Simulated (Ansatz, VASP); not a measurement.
# CsIn in two plane-wave programs

Aim: how closely do two programs agree when they are given the same cell, functional and k mesh? The cell is generated by rule, not measured, and may not be a known phase. The cell is taken from a series of runs on this material, whose earlier steps may have relaxed, scaled, displaced or heated it; both programs get it as it stands.

Method: plane waves, with VASP 6.6.1 beside it; zone-centre phonons at PBEsol, in Ansatz 0.2.0.

The structure was built from a prototype and need not be the compound's stable phase.

### 1. Set-up

Symmetry: P4/nmm, No. 129, tetragonal system. The conventional cell has a = 4.067 Å, b = 4.067 Å, c = 11.472 Å, α = 90.00°, β = 90.00°, γ = 90.00°. Cs has 5 In at 3.90 to 3.96 Å and 4 Cs at 4.07 Å nearest. Nearest to In lie 4 In at 3.16 Å and 5 Cs at 3.90 to 3.96 Å. Farther neighbours are not listed.

As a file:

```cif
data_structure
_symmetry_space_group_name_H-M 'P 1'
_symmetry_Int_Tables_number 1
_cell_length_a 4.0670
_cell_length_b 4.0670
_cell_length_c 11.4716
_cell_angle_alpha 90.000
_cell_angle_beta 90.000
_cell_angle_gamma 90.000
_cell_volume 189.75
loop_
_atom_site_label
_atom_site_type_symbol
_atom_site_fract_x
_atom_site_fract_y
_atom_site_fract_z
_atom_site_occupancy
Cs1 Cs 0.00000 0.50000 0.28760 1
Cs2 Cs 0.50000 0.00000 0.71240 1
In3 In 0.00000 0.50000 0.94246 1
In4 In 0.50000 0.00000 0.05754 1
```

### 2. VASP: zone-centre phonons, PBEsol

Second derivatives magnify differences that forces hide, and they need a tight electronic threshold.

Lines of VASP's logs that name or quote its potential files are left out, and so is its time.

INCAR

```
SYSTEM = CsIn
PREC = Accurate
ENCUT = 500
EDIFF = 1E-08
NELM = 120
ISMEAR = 1
SIGMA = 0.15
LREAL = .FALSE.
ALGO = Normal
GGA = PS
NBANDS = 28
LORBIT = 11
LWAVE = .FALSE.
LCHARG = .FALSE.
ISIF = 2
IBRION = 8
LASPH = .TRUE.
GGA_COMPAT = .FALSE.
KPAR = 2
```

POSCAR

```
CsIn
1.0
    4.0670301751      0.0000000000      0.0000000000
    0.0000000000      4.0670301751      0.0000000000
    0.0000000000      0.0000000000     11.4716058889
Cs In
2 2
Direct
    0.0000000000      0.5000000000      0.2875968563
    0.5000000000      0.0000000000      0.7124031437
    0.0000000000      0.5000000000      0.9424646364
    0.5000000000      0.0000000000      0.0575353636
```

KPOINTS

```
Automatic mesh
0
Gamma
10 10 4
0 0 0
```

PAW data sets: Cs_sv and In_d (PBE family, release 64).

Launch:

```sh
mpirun -np 2 vasp_std
```

Numbers of over 12 decimals in the logs are rounded to 6 here.

The log of the run:

```text
[banner, memory and clock lines left out]
running    2 mpi-ranks, on    1 nodes
 distrk:  each k-point on    1 cores,    2 groups
 distr:  one band on    1 cores,    1 groups

 POSCAR found type information on POSCAR CsIn
 POSCAR found :  2 types and       4 ions
|                                                                             |
|               ----> ADVICE to this user running VASP <----                  |
|                                                                             |
|     You enforced a specific xc type in the INCAR file but a different       |
|     [... a line on the potential file left out ...]
|     I HOPE YOU KNOW WHAT YOU ARE DOING!                                     |
|                                                                             |

 LDA part: xc-table for (Slater+PW92), standard interpolation
 POSCAR, INCAR and KPOINTS ok, starting setup
 FFT: planning ... GRIDC
 FFT: planning ... GRID_SOFT
 FFT: planning ... GRID
 WAVECAR not read
 entering main loop
       N       E                     dE             d eps       ncg     rms          rms(c)
DAV:   1     0.410255057289E+03    0.41026E+03   -0.18811E+04  3528   0.149E+03
DAV:   2     0.466695672686E+02   -0.36359E+03   -0.35328E+03  3740   0.365E+02
DAV:   3    -0.650942651042E+01   -0.53179E+02   -0.52590E+02  4532   0.151E+02
DAV:   4    -0.880330102200E+01   -0.22939E+01   -0.22867E+01  4152   0.353E+01
DAV:   5    -0.888347521363E+01   -0.80174E-01   -0.80136E-01  4516   0.648E+00    0.366E+00
DAV:   6    -0.801839893336E+01    0.86508E+00   -0.13274E+00  3856   0.495E+00    0.170E+00
DAV:   7    -0.789655409883E+01    0.12184E+00   -0.19545E+00  4280   0.469E+00    0.823E-01
DAV:   8    -0.785487582964E+01    0.41678E-01   -0.57819E-01  3900   0.171E+00    0.565E-01
DAV:   9    -0.785570507747E+01   -0.82925E-03   -0.27723E-02  4572   0.807E-01    0.337E-01
DAV:  10    -0.785129944567E+01    0.44056E-02   -0.10160E-02  4184   0.314E-01    0.176E-01
DAV:  11    -0.785039511237E+01    0.90433E-03   -0.33564E-03  4168   0.164E-01    0.363E-02
DAV:  12    -0.785035875841E+01    0.36354E-04   -0.41632E-04  4796   0.856E-02    0.202E-02
DAV:  13    -0.785035609717E+01    0.26612E-05   -0.13537E-05  4156   0.211E-02    0.150E-02
DAV:  14    -0.785035523269E+01    0.86448E-06   -0.13077E-05  4152   0.181E-02    0.352E-03
DAV:  15    -0.785035519168E+01    0.41015E-07   -0.11462E-05  5524   0.815E-03    0.269E-03
DAV:  16    -0.785035468732E+01    0.50435E-06   -0.12567E-06  4048   0.385E-03    0.151E-03
DAV:  17    -0.785035454574E+01    0.14158E-06   -0.65893E-07  4496   0.288E-03    0.263E-04
DAV:  18    -0.785035454749E+01   -0.17462E-08   -0.53851E-08  4104   0.872E-04
   1 F= -.78503545E+01 E0= -.78472778E+01  d E =-.923014E-02
 Linear response reoptimize wavefunctions to high precision
DAV:   1    -0.785035454566E+01    0.18317E-08   -0.35981E-09  2740   0.244E-04
DAV:   2    -0.785035454568E+01   -0.26375E-10   -0.40164E-10  2148   0.143E-04
 Linear response DOF=           4
 Linear response progress:
  Degree of freedom:   1/  4
       N       E                     dE             d eps       ncg     rms          rms(c)
RMM:   1    -0.176774708694E+00   -0.17677E+00    0.12155E-01 14347   0.119E+00
RMM:   2    -0.179148297574E+00   -0.23736E-02   -0.43528E-03 11210   0.320E-01    0.213E-02
RMM:   3    -0.179264149288E+00   -0.11585E-03   -0.10820E-03 13147   0.119E-01    0.833E-03
RMM:   4    -0.179281135601E+00   -0.16986E-04   -0.94809E-05 13273   0.388E-02    0.642E-03
RMM:   5    -0.179300510631E+00   -0.19375E-04   -0.14777E-05 12833   0.168E-02    0.147E-03
RMM:   6    -0.179290722451E+00    0.97882E-05   -0.21808E-06 13334   0.593E-03    0.926E-04
RMM:   7    -0.179276481430E+00    0.14241E-04   -0.57940E-07 13271   0.296E-03    0.296E-04
RMM:   8    -0.179277761932E+00   -0.12805E-05   -0.56209E-08 13611   0.110E-03    0.114E-04
RMM:   9    -0.179279672794E+00   -0.19109E-05   -0.13162E-08 13224   0.461E-04    0.683E-05
RMM:  10    -0.179278985847E+00    0.68695E-06   -0.72129E-09 13915   0.207E-04    0.196E-05
RMM:  11    -0.179278971725E+00    0.14122E-07   -0.31607E-09 14296   0.887E-05    0.898E-06
RMM:  12    -0.179278926780E+00    0.44945E-07   -0.23995E-09 13580   0.454E-05    0.436E-06
RMM:  13    -0.179278937023E+00   -0.10243E-07   -0.90060E-11 12495   0.298E-05    0.252E-06
RMM:  14    -0.179278939179E+00   -0.21559E-08   -0.21647E-09 11390   0.241E-05    0.209E-06
 first order change of Fermi-energy  -0.46968E-04
 force on displaced ion       1 direction 1 :  -0.410   0.000  -0.000
 Linear response progress:
  Degree of freedom:   2/  4
       N       E                     dE             d eps       ncg     rms          rms(c)
RMM:   1    -0.220742855186E+00   -0.22074E+00    0.15352E-01  5523   0.144E+00
RMM:   2    -0.222416638585E+00   -0.16738E-02   -0.66036E-03  5242   0.484E-01    0.401E-02
RMM:   3    -0.222527850157E+00   -0.11121E-03   -0.15926E-03  5633   0.194E-01    0.164E-02
RMM:   4    -0.222555018873E+00   -0.27169E-04   -0.13276E-04  6145   0.692E-02    0.909E-03
RMM:   5    -0.222550392598E+00    0.46263E-05   -0.26819E-05  6425   0.265E-02    0.397E-03
RMM:   6    -0.222534355044E+00    0.16038E-04   -0.42959E-06  6576   0.879E-03    0.222E-03
RMM:   7    -0.222525141263E+00    0.92138E-05   -0.48182E-07  6142   0.317E-03    0.162E-03
RMM:   8    -0.222522588650E+00    0.25526E-05   -0.12502E-07  6625   0.123E-03    0.790E-04
RMM:   9    -0.222522406853E+00    0.18180E-06    0.33995E-08  6274   0.653E-04    0.157E-04
RMM:  10    -0.222523143835E+00   -0.73698E-06    0.11937E-08  6520   0.285E-04    0.250E-04
RMM:  11    -0.222523095898E+00    0.47937E-07    0.30590E-10  6228   0.122E-04    0.122E-04
RMM:  12    -0.222523050332E+00    0.45566E-07   -0.10564E-08  6451   0.668E-05    0.860E-05
RMM:  13    -0.222523046313E+00    0.40189E-08   -0.13122E-08  6602   0.395E-05    0.269E-05
 first order change of Fermi-energy  -0.58518E-03
 force on displaced ion       1 direction 3 :   0.000   0.000  -1.327
 Linear response progress:
  Degree of freedom:   3/  4
       N       E                     dE             d eps       ncg     rms          rms(c)
RMM:   1    -0.233999906826E+00   -0.23400E+00   -0.16504E-01 11264   0.309E+00
RMM:   2    -0.236505226905E+00   -0.25053E-02   -0.18031E-02 12080   0.713E-01    0.632E-02
RMM:   3    -0.236628181782E+00   -0.12295E-03   -0.18562E-03 13064   0.227E-01    0.241E-02
RMM:   4    -0.236575679555E+00    0.52502E-04   -0.23408E-04 13521   0.742E-02    0.213E-02
RMM:   5    -0.236615385276E+00   -0.39706E-04   -0.47232E-05 13284   0.261E-02    0.734E-03
RMM:   6    -0.236618541202E+00   -0.31559E-05   -0.30189E-05 13530   0.113E-02    0.310E-03
RMM:   7    -0.236590728256E+00    0.27813E-04   -0.33824E-06 13569   0.346E-03    0.102E-03
RMM:   8    -0.236580278911E+00    0.10449E-04   -0.49873E-06 13728   0.137E-03    0.145E-03
RMM:   9    -0.236591121357E+00   -0.10842E-04   -0.69653E-07 13797   0.661E-04    0.350E-04
RMM:  10    -0.236591730682E+00   -0.60933E-06   -0.11441E-06 14606   0.283E-04    0.449E-04
RMM:  11    -0.236588531449E+00    0.31992E-05   -0.24718E-07 13712   0.167E-04    0.682E-05
RMM:  12    -0.236587906135E+00    0.62531E-06   -0.45773E-08 14178   0.791E-05    0.489E-05
RMM:  13    -0.236588272959E+00   -0.36682E-06   -0.81060E-08 14002   0.493E-05    0.181E-05
RMM:  14    -0.236588242102E+00    0.30857E-07   -0.14108E-08 14028   0.327E-05    0.163E-05
RMM:  15    -0.236588301552E+00   -0.59450E-07   -0.66733E-10 12753   0.241E-05    0.848E-06
RMM:  16    -0.236588329213E+00   -0.27661E-07    0.64448E-10 12724   0.200E-05    0.994E-06
RMM:  17    -0.236588269508E+00    0.59706E-07    0.49261E-09 10616   0.179E-05    0.157E-06
RMM:  18    -0.236588251495E+00    0.18013E-07    0.78451E-10  9860   0.168E-05    0.258E-06
RMM:  19    -0.236588248659E+00    0.28354E-08    0.12952E-09  9490   0.162E-05    0.159E-06
 first order change of Fermi-energy   0.60454E-05
 force on displaced ion       3 direction 1 :  -1.597   0.000   0.001
 Linear response progress:
  Degree of freedom:   4/  4
       N       E                     dE             d eps       ncg     rms          rms(c)
RMM:   1    -0.246172297585E+00   -0.24617E+00   -0.15311E-01  5500   0.316E+00
RMM:   2    -0.248968798423E+00   -0.27965E-02   -0.16914E-02  5804   0.687E-01    0.670E-02
RMM:   3    -0.249158986871E+00   -0.19019E-03   -0.20217E-03  6220   0.229E-01    0.245E-02
RMM:   4    -0.249147267821E+00    0.11719E-04   -0.18935E-04  6424   0.778E-02    0.256E-02
RMM:   5    -0.249168551581E+00   -0.21284E-04   -0.27146E-05  6287   0.285E-02    0.171E-02
RMM:   6    -0.249183370118E+00   -0.14819E-04   -0.27949E-06  6528   0.158E-02    0.393E-03
RMM:   7    -0.249183384648E+00   -0.14530E-07   -0.31806E-06  6102   0.500E-03    0.232E-03
RMM:   8    -0.249174040254E+00    0.93444E-05   -0.76036E-07  6236   0.227E-03    0.196E-03
RMM:   9    -0.249172227260E+00    0.18130E-05    0.30596E-07  6503   0.131E-03    0.596E-04
RMM:  10    -0.249171706565E+00    0.52070E-06    0.55498E-07  6718   0.597E-04    0.215E-04
RMM:  11    -0.249171303555E+00    0.40301E-06    0.46463E-07  6609   0.245E-04    0.895E-05
RMM:  12    -0.249171808233E+00   -0.50468E-06    0.19404E-07  6473   0.153E-04    0.988E-05
RMM:  13    -0.249171602279E+00    0.20595E-06    0.14785E-07  6458   0.831E-05    0.258E-05
RMM:  14    -0.249171687399E+00   -0.85121E-07    0.10019E-07  6543   0.558E-05    0.655E-05
RMM:  15    -0.249171639034E+00    0.48365E-07    0.59763E-08  6656   0.354E-05    0.424E-05
RMM:  16    -0.249171649890E+00   -0.10856E-07    0.23002E-08  6703   0.267E-05    0.500E-05
RMM:  17    -0.249171611749E+00    0.38141E-07   -0.22045E-09  5974   0.242E-05    0.281E-05
RMM:  18    -0.249171566169E+00    0.45580E-07   -0.16659E-08  6140   0.219E-05    0.373E-06
RMM:  19    -0.249171585750E+00   -0.19580E-07   -0.18582E-08  5965   0.206E-05    0.124E-05
RMM:  20    -0.249171582461E+00    0.32885E-08   -0.18462E-08  5290   0.187E-05    0.996E-06
 first order change of Fermi-energy   0.67201E-01
 force on displaced ion       3 direction 3 :   0.000   0.000  -1.526
 Linear response finished
```

OUTCAR, selected parts (step 2):

```text
ion  position               nearest neighbor table
   1  0.000  0.500  0.288-
   2  0.500  0.000  0.712-
   3  0.000  0.500  0.942-   4 3.16   4 3.16   4 3.16   4 3.16
   4  0.500  0.000  0.058-   3 3.16   3 3.16   3 3.16   3 3.16

  LATTYP: Found a simple tetragonal cell.
 ALAT       =     4.0670301751
 C/A-ratio  =     2.8206345650

 Subroutine GETGRP returns: Found 16 space group operations
 (whereof  8 operations were pure point group operations)

The static configuration has the point symmetry D_2d.
 The point group associated with its full space group is D_4h.

 Found     63 irreducible k-points:

   k-points           NKPTS =     63   k-points in BZ     NKDIM =     63   number of bands    NBANDS=     28

   dimension x,y,z NGX =    30 NGY =   30 NGZ =   84
   dimension x,y,z NGXF=    60 NGYF=   60 NGZF=  168

   ENCUT  =  500.0 eV  36.75 Ry    6.06 a.u.   7.42  7.42 20.92*2*pi/ulx,y,z

   NELECT =      44.0000    total number of electrons

 k-points in reciprocal lattice and weights: Automatic mesh
   0.00000000  0.00000000  0.00000000       0.003
   0.10000000  0.00000000  0.00000000       0.010
   0.20000000  0.00000000  0.00000000       0.010
   0.30000000  0.00000000  0.00000000       0.010
   0.40000000  0.00000000  0.00000000       0.010
   0.50000000  0.00000000  0.00000000       0.005
   0.10000000  0.10000000  0.00000000       0.010
   0.20000000  0.10000000  0.00000000       0.020
   0.30000000  0.10000000  0.00000000       0.020
[...]
0.50000000  0.40000000  0.50000000       0.010
   0.50000000  0.50000000  0.50000000       0.003

 average (electrostatic) potential at core
       1 -49.5625       2 -49.5625       3 -97.7582       4 -97.7582

  Total        0.0020602      0.0020602      0.0117590      0.0000000      0.0000000     -0.0000000
  in kB        0.0173955      0.0173955      0.0992894      0.0000000      0.0000000     -0.0000000
  external PRESSURE =       0.0446935 kB  Pullay stress =       0.0000000 kB

  energy-cutoff  :      500.00
  volume of cell :      189.75
      direct lattice vectors                 reciprocal lattice vectors
     4.067030175  0.000000000  0.000000000     0.245879661  0.000000000  0.000000000
     0.000000000  4.067030175  0.000000000     0.000000000  0.245879661  0.000000000
     0.000000000  0.000000000 11.471605889     0.000000000  0.000000000  0.087171753

 POSITION                                       TOTAL-FORCE (eV/Angst)
 -----------------------------------------------------------------------------------
      0.00000      2.03352      3.29920         0.000000      0.000000      0.007704
      2.03352      0.00000      8.17241         0.000000      0.000000     -0.007704
      0.00000      2.03352     10.81158         0.000000      0.000000      0.005241
      2.03352      0.00000      0.66002         0.000000      0.000000     -0.005241
 -----------------------------------------------------------------------------------
    total drift:                                0.000000      0.000000      0.000000

 Eigenvectors and eigenvalues of the dynamical matrix
 ----------------------------------------------------

   1 f  =    2.481212 THz    15.589915 2PiTHz   82.764325 cm-1    10.261464 meV
             X         Y         Z           dx          dy          dz
      0.000000  2.033515  3.299198    -0.095934   -0.079271   -0.000000
      2.033515  0.000000  8.172408     0.095934    0.079271   -0.000000
      0.000000  2.033515 10.811583    -0.536585   -0.443384    0.000000
      2.033515  0.000000  0.660023     0.536585    0.443384   -0.000000

   2 f  =    2.481212 THz    15.589915 2PiTHz   82.764325 cm-1    10.261464 meV
             X         Y         Z           dx          dy          dz
      0.000000  2.033515  3.299198    -0.079271    0.095934    0.000000
      2.033515  0.000000  8.172408     0.079271   -0.095934   -0.000000
      0.000000  2.033515 10.811583    -0.443384    0.536585    0.000000
      2.033515  0.000000  0.660023     0.443384   -0.536585   -0.000000

   3 f  =    2.217469 THz    13.932772 2PiTHz   73.966820 cm-1     9.170713 meV
             X         Y         Z           dx          dy          dz
      0.000000  2.033515  3.299198     0.000000    0.000000   -0.479441
      2.033515  0.000000  8.172408    -0.000000   -0.000000   -0.479441
      0.000000  2.033515 10.811583     0.000000    0.000000    0.519747
      2.033515  0.000000  0.660023    -0.000000    0.000000    0.519747

   4 f  =    1.977727 THz    12.426428 2PiTHz   65.969887 cm-1     8.179220 meV
             X         Y         Z           dx          dy          dz
      0.000000  2.033515  3.299198     0.000000   -0.000000    0.160496
      2.033515  0.000000  8.172408    -0.000000    0.000000   -0.160496
      0.000000  2.033515 10.811583     0.000000   -0.000000    0.688652
      2.033515  0.000000  0.660023    -0.000000    0.000000   -0.688652

   5 f  =    1.597344 THz    10.036409 2PiTHz   53.281665 cm-1     6.606082 meV
             X         Y         Z           dx          dy          dz
      0.000000  2.033515  3.299198    -0.000000    0.000000    0.688652
      2.033515  0.000000  8.172408    -0.000000    0.000000   -0.688652
      0.000000  2.033515 10.811583     0.000000   -0.000000   -0.160496
      2.033515  0.000000  0.660023     0.000000   -0.000000    0.160496

   6 f  =    1.258083 THz     7.904766 2PiTHz   41.965120 cm-1     5.203009 meV
             X         Y         Z           dx          dy          dz
      0.000000  2.033515  3.299198     0.452684   -0.193656    0.000000
      2.033515  0.000000  8.172408     0.452684   -0.193656   -0.000000
      0.000000  2.033515 10.811583    -0.466614    0.199615   -0.000000
      2.033515  0.000000  0.660023    -0.466614    0.199615    0.000000

   7 f  =    1.258083 THz     7.904766 2PiTHz   41.965120 cm-1     5.203009 meV
             X         Y         Z           dx          dy          dz
      0.000000  2.033515  3.299198    -0.193656   -0.452684   -0.000000
      2.033515  0.000000  8.172408    -0.193656   -0.452684    0.000000
      0.000000  2.033515 10.811583     0.199615    0.466614   -0.000000
      2.033515  0.000000  0.660023     0.199615    0.466614   -0.000000

   8 f  =    0.752701 THz     4.729359 2PiTHz   25.107399 cm-1     3.112919 meV
             X         Y         Z           dx          dy          dz
      0.000000  2.033515  3.299198    -0.072485   -0.692285   -0.000000
      2.033515  0.000000  8.172408     0.072485    0.692285    0.000000
      0.000000  2.033515 10.811583     0.012959    0.123771    0.000000
      2.033515  0.000000  0.660023    -0.012959   -0.123771   -0.000000

   9 f  =    0.752701 THz     4.729359 2PiTHz   25.107399 cm-1     3.112919 meV
             X         Y         Z           dx          dy          dz
      0.000000  2.033515  3.299198    -0.692285    0.072485    0.000000
      2.033515  0.000000  8.172408     0.692285   -0.072485   -0.000000
      0.000000  2.033515 10.811583     0.123771   -0.012959   -0.000000
      2.033515  0.000000  0.660023    -0.123771    0.012959    0.000000

  10 f/i=    0.008407 THz     0.052823 2PiTHz    0.280427 cm-1     0.034769 meV
             X         Y         Z           dx          dy          dz
      0.000000  2.033515  3.299198     0.000000    0.000000   -0.519747
      2.033515  0.000000  8.172408     0.000000    0.000000   -0.519747
      0.000000  2.033515 10.811583     0.000000    0.000000   -0.479441
      2.033515  0.000000  0.660023     0.000000    0.000000   -0.479441

  11 f/i=    0.026894 THz     0.168983 2PiTHz    0.897103 cm-1     0.111227 meV
             X         Y         Z           dx          dy          dz
      0.000000  2.033515  3.299198     0.430356    0.269013    0.000000
      2.033515  0.000000  8.172408     0.430356    0.269013    0.000000
      0.000000  2.033515 10.811583     0.417509    0.260982    0.000000
      2.033515  0.000000  0.660023     0.417509    0.260982    0.000000

  12 f/i=    0.026894 THz     0.168983 2PiTHz    0.897103 cm-1     0.111227 meV
             X         Y         Z           dx          dy          dz
      0.000000  2.033515  3.299198    -0.269013    0.430356    0.000000
      2.033515  0.000000  8.172408    -0.269013    0.430356    0.000000
      0.000000  2.033515 10.811583    -0.260982    0.417509    0.000000
      2.033515  0.000000  0.660023    -0.260982    0.417509    0.000000

 ELASTIC MODULI CONTR FROM IONIC RELAXATION (kBar)
 Direction    XX          YY          ZZ          XY          YZ          ZX
 --------------------------------------------------------------------------------
 XX         -38.1335    -38.1335    -55.9861      0.0000      0.0000     -0.0000
 YY         -38.1335    -38.1335    -55.9861      0.0000      0.0000     -0.0000
 ZZ         -55.9861    -55.9861   -143.9455      0.0000      0.0000     -0.0000
 XY           0.0000      0.0000      0.0000      0.0000      0.0000      0.0000
 YZ           0.0000      0.0000      0.0000      0.0000    -40.1217      0.0000
 ZX          -0.0000     -0.0000     -0.0000      0.0000      0.0000    -39.1683
 --------------------------------------------------------------------------------
```

[end of part 1 of 2]

[Lines on the potential files, build, host, timing and source positions are cut from VASP's logs without a mark.]

[Logs are printed without paths, hosts, clocks, repeated set-up lines and the standing remarks that a program may print on its own settings, such as how far it seeks lower states.]

[Hosts, paths, dates, database ids (printed as entryN), source tags and the programs' standing remarks are cut or masked in the printed files.]
